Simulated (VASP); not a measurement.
Data:

```xyz
2
Lattice="0.0000 2.7060 2.7060 2.7060 0.0000 2.7060 2.7060 2.7060 0.0000" Properties=species:S:1:pos:R:3 pbc="T T T"
Rb     0.0000     0.0000     0.0000
Cl     2.7060     2.7060     2.7060
```

All values below come from PBE GGA, VASP's PBE PAW potentials (set 64) (plane waves; VASP). Settings: 500 eV cut-off, 8×8×8 Γ-centred mesh, Gaussian smearing of 0.050 eV, potentials Rb_sv Cl.

### Question
Predict the energy per atom (σ→0), pressure, band gap (on the k-mesh) with the smallest direct gap where there is one.

### Answer

| Quantity | Value |
|---|---|
| band gap (on the k-mesh) | 4.13 eV |
| smallest direct gap (on the k-mesh) | 4.13 eV |
| energy per atom (σ→0) | -2.000 eV/atom |
| pressure | 45.10 GPa |

Only differences to runs with the same potentials and settings are physical.

The compound is RbCl in the rock salt structure. It was relaxed first under an external pressure of 45 GPa.
